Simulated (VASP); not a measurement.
## NaH: band gap against strain

NaH (rock salt, Fm-3m, 13.531 Å³/atom and stress up to 0.29 GPa in the relaxed cell, cube axes along x, y and z) under an equal strain ε along all three axes. PBEsol in VASP (plane waves, PAW), 480 eV, 12×12×12 Γ-centred mesh, Gaussian smearing 0.05 eV; ions are relaxed, or left where forces stay under 0.02 eV/Å, within the symmetry of each cell. Against the start cell, which lies near the measured one, the relaxed cell differs by -6.9 % in volume; the values below rest on it. Gaps are the smallest on the run's k-mesh, which can miss an edge that lies off it, without spin-orbit coupling; in all rows the valence edge lies at about 1.5 Å⁻¹ from Γ and the conduction edge at about 1.1 Å⁻¹ from Γ.

Here s stands for strain and Eg for gap.

```csv
strain (%),gap (eV)
-1.50,3.70
-1.00,3.68
-0.50,3.65
0.00,3.63
0.50,3.60
1.00,3.58
1.50,3.56
3.00,?
```

Fit Eg of the 7 rows that show it with a straight line. Means: s 0, Eg 3.629. About the means, the sum of products is -0.33500 and the sum of squares of s is 7.0000; the slope is their ratio. Least squares gives Eg = 3.629 - 0.0479·s. Residuals (row less fit): -0.001, 0.003, -0.003, 0.001, -0.005, -0.001, 0.003; standard error 0.003 (degrees of freedom: 5). Over these rows the gap moves by -4.8 ± 0.1 eV per unit strain, or -1.6 eV per unit of ln V.

Q: Estimate the missing Eg (s = 3.00); what did the run itself give?

A: Eg = 3.629 - 0.0479 × 3.0 = 3.485 eV. The calculation gives 3.49 eV, which the fit meets to the printed digits. The row lies outside the fitted rows, so this is an extrapolation. The scatter of the fitted rows lies at the last printed digit.

Other structures, which can take over under pressure, weren't tried. Rows are the converged runs of the series near zero and its far end, less any whose ions stayed unrelaxed beside relaxed ones; series whose fitted rows scatter by over a few per cent of the range, as at a crossing or softening among them, aren't shown in this form. Most that stay on the fit to the last digits aren't either.
